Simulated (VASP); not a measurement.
# Sc: stress against strain

Sc (hcp, P6_3/mmc, 23.630 Å³/atom and stress up to 0.14 GPa in the relaxed cell, c along z) under an equal strain ε along x and y, with z held. PBEsol in VASP (plane waves, PAW), 480 eV, 18×18×8 Γ-centred mesh, Methfessel-Paxton smearing 0.10 eV; ions are relaxed, or left where forces stay under 0.02 eV/Å, within the symmetry of each cell. Against the start cell, which lies near the measured one, the relaxed cell differs by -5.5 % in volume and -3.6 % in c; the values below rest on it. Stress is positive for a compressed cell.

Here s stands for strain and y for stress xx.

```csv
strain (%),stress xx (GPa)
-3.00,?
-1.50,2.34
-1.00,1.53
-0.50,0.75
0.00,0.00
0.50,-0.72
1.00,-1.42
1.50,-2.08
```

**Question.** Using a straight line, estimate the missing y at s = -3.00 from the other rows, showing the fit.

**Answer.** Means: s 0, y 0.057. About the means, the sum of products is -10.315 and the sum of squares of s is 7.0000; the slope is their ratio. Least squares gives y = 0.057 - 1.4736·s. Residuals (row less fit): 0.073, -0.001, -0.044, -0.057, -0.040, -0.003, 0.073; standard error 0.059 (degrees of freedom: 5). The slope gives the elastic constants C11 + C12 = about 150 GPa. At the withheld row, y = 0.057 - 1.4736 × (-3.0) = 4.478 GPa. The calculation gives 4.94 GPa, 0.462 GPa above the prediction (6.6 % of the range of y in the table). The row lies outside the fitted rows, so this is an extrapolation. From the scatter of the fitted rows alone, a prediction at this place has a standard error of 0.092 GPa, so the miss is 5.0 times that.

A polynomial of degree 2 through the 12 other runs of the series gives 4.94 there, so most of the miss is curvature that the fit leaves out. In a metal these values are sensitive to mesh and smearing; energies are taken to zero smearing, stresses follow the free energy. The runs aren't spin-polarised. Rows are the converged runs of the series near zero and its far end, less any whose ions stayed unrelaxed beside relaxed ones; series whose fitted rows scatter by over a few per cent of the range, as at a crossing or softening among them, aren't shown in this form. Most that stay on the fit to the last digits aren't either.
